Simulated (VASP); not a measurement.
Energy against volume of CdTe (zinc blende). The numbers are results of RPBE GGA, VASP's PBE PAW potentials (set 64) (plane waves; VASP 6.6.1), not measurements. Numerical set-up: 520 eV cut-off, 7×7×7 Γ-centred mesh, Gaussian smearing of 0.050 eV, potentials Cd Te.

```tsv
V (Å³/atom)	E (eV/atom)
35.764	-2.08205
36.905	-2.09298
38.047	-2.09622
39.188	-2.09302
```

Q: Fit these four points and predict the energy of the run at 40.329 Å³/atom.

A: A cubic in V^(−2/3), the third-order Birch-Murnaghan form, passes through the four points with V0 = 38.02 Å³/atom and B0 = 30 GPa, and gives -2.0844 eV/atom there. The run gave -2.0844 eV/atom, +0.0 meV/atom from the fit; all five points give B0 = 30 GPa.

The compound is CdTe in the zinc blende structure. It was relaxed first, which changed the volume by +12 %.
